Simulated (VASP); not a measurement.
VASP runs on CdSe (wurtzite) share one base input (PBE GGA, plane waves, VASP's PBE PAW potentials (set 64)) and change the settings named in each case.

**POSCAR**
```
CdSe
1
    2.1500000000    -3.7239090000     0.0000000000
    2.1500000000     3.7239090000     0.0000000000
    0.0000000000     0.0000000000     7.0100000000
Cd Se
2 2
Direct
  0.6666670000   0.3333330000   0.5000000000
  0.3333330000   0.6666670000   0.0000000000
  0.6666670000   0.3333330000   0.8760000000
  0.3333330000   0.6666670000   0.3760000000
```

**INCAR**
```
SYSTEM=CdSe
PREC=Accurate; ENCUT=400; LREAL=.FALSE.
LASPH=.TRUE.
EDIFF=1E-6; NELM=100; ALGO=Normal
LMAXMIX=4
ISMEAR=0; SIGMA=0.05
GGA=PE
ISIF=2
LWAVE=.FALSE.; LCHARG=.FALSE.
```

File KPOINTS:
```
kpoints
0
gamma
7 7 4
0 0 0
```

POTCAR, in this order: Cd Se (PBE.64 set). Program: vasp_std.

| change | E(σ→0) (eV/atom) | pressure (GPa) |
|---|---|---|
| base run | -2.7289 | 2.93 |
| GGA removed, LMIXTAU = .TRUE., METAGGA = R2SCAN | -17.9514 | (withheld) |
| IVDW = 13 | -3.0531 | 0.88 |
| GGA = PS | -3.0864 | 0.10 |
| GGA = AM | -2.8455 | 0.63 |
| GGA removed, LMIXTAU = .TRUE., METAGGA = SCAN | -25.9338 | 0.91 |
| GGA removed, LMIXTAU = .TRUE., METAGGA = TPSS | -10.9486 | 2.84 |

Fill in the missing entries.

- GGA removed, LMIXTAU = .TRUE., METAGGA = R2SCAN, pressure (GPa): 1.42

Energies of different potentials or functionals have different zeros.

Left out are runs that ran out of time, are held back, or changed the cell or the kind of run, fixed moments of cells without a moment, rows past the twelfth, gaps on odd meshes, pressures of charged cells and columns that move by less than the noise.

The compound is CdSe in the wurtzite structure. The cell was not relaxed at this level.
